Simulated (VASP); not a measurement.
Here is the system:

```
RhO
1.0
    2.71760     0.00000     0.00000
    0.00000     2.71760     0.00000
    0.00000     0.00000     2.71760
Rh O
1 1
Cartesian
  0.00000   0.00000   0.00000
  1.35880   1.35880   1.35880
```

Method: PBEsol GGA, VASP's PBE PAW potentials (set 64) (plane waves; VASP). Numerical set-up: 520 eV cut-off, 15×15×15 Γ-centred mesh, tetrahedra with Blöchl corrections, potentials Rh_pv O.

**Question.** Estimate the energy per atom (σ→0), band gap (on the k-mesh) with the smallest direct gap where there is one.

**Answer.** 
```json
{
  "band gap (on the k-mesh)": "none (metal, semimetal or under 0.01 eV)",
  "energy per atom (σ→0)": "-6.322 eV/atom"
}
```

Only differences to runs with the same potentials and settings are physical.

The structure was generated: RhO was put into the CsCl type type (Pm-3m), which need not be its known phase. It was relaxed first. The electron count is odd and the run is not spin-polarised, which forces a metal.
